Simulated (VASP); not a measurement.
```xyz
4
Lattice="3.4423 0.0000 0.0000 0.0000 3.4423 0.0000 0.0000 0.0000 3.4423" Properties=species:S:1:pos:R:3 pbc="T T T"
Fe     0.0000     0.0000     0.0000
Ni     0.0000     1.7212     1.7212
Ni     1.7212     0.0000     1.7212
Ni     1.7212     1.7212     0.0000
```

Calculation: LDA (Ceperley-Alder, Perdew-Zunger) with spin-orbit coupling, VASP's LDA PAW potentials (set 64) (plane waves; VASP 6.6.1). Run with 400 eV cut-off, 8×8×8 Γ-centred mesh, Gaussian smearing of 0.050 eV, potentials Fe Ni. Starting moments (MAGMOM): 0 0 2.7 0 0 0.6 0 0 0.6 0 0 0.6.

**Question.** Give the energies of bands 30 to 43 at the high-symmetry points, in eV from the Fermi level.

**Answer.** 
```tsv
band	Γ	X	M	R
30	-0.46	-1.35	-1.56	-0.63
31	-0.43	-1.18	-1.54	-0.61
32	-0.42	-1.14	-1.51	-0.58
33	-0.40	-1.12	-1.38	-0.58
34	-0.03	-1.00	-1.35	-0.58
35	0.21	-0.98	-1.35	-0.57
36	0.24	-0.46	-0.92	-0.54
37	0.27	-0.43	-0.84	-0.53
38	0.94	-0.42	0.07	-0.38
39	0.95	-0.25	0.08	-0.38
40	1.32	-0.25	0.14	-0.38
41	1.34	0.24	1.01	-0.01
42	1.36	0.31	1.02	0.01
43	2.33	0.51	1.17	0.03
```

It has no gap at this level: it comes out as a metal or semimetal.

The compound is Ni3Fe in the L1_2 structure. It was relaxed first, which changed the volume by -9 %.
